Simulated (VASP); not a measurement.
```xyz
5
Lattice="4.0338 0.0000 0.0000 0.0000 4.0338 0.0000 0.0000 0.0000 4.0338" Properties=species:S:1:pos:R:3 pbc="T T T"
Ba     0.0000     0.0000     0.0000
Ti     2.0169     2.0169     2.0169
O      2.0169     0.0000     2.0169
O      0.0000     2.0169     2.0169
O      2.0169     2.0169     0.0000
```

All values below come from PBE GGA, VASP's PBE PAW potentials (set 64) (plane waves; VASP). Numerical set-up: 520 eV cut-off, 6×6×6 Γ-centred mesh, tetrahedra with Blöchl corrections, potentials Ba_sv Ti_sv O.

Unless said otherwise, spin-orbit coupling is left out, though it shifts the bands of the heavy elements here.

Estimate the energy per atom (σ→0), band gap (on the k-mesh) with the smallest direct gap where there is one.

```
Item                                          Value
-----------------------------------  --------------
band gap (on the k-mesh)                    1.70 eV
smallest direct gap (on the k-mesh)         1.86 eV
energy per atom (σ→0)                -7.997 eV/atom
```

Only differences to runs with the same potentials and settings are physical.

The compound is BaTiO3 in the cubic perovskite structure, the ideal cubic form; the compound distorts at low or room temperature. It was relaxed first.
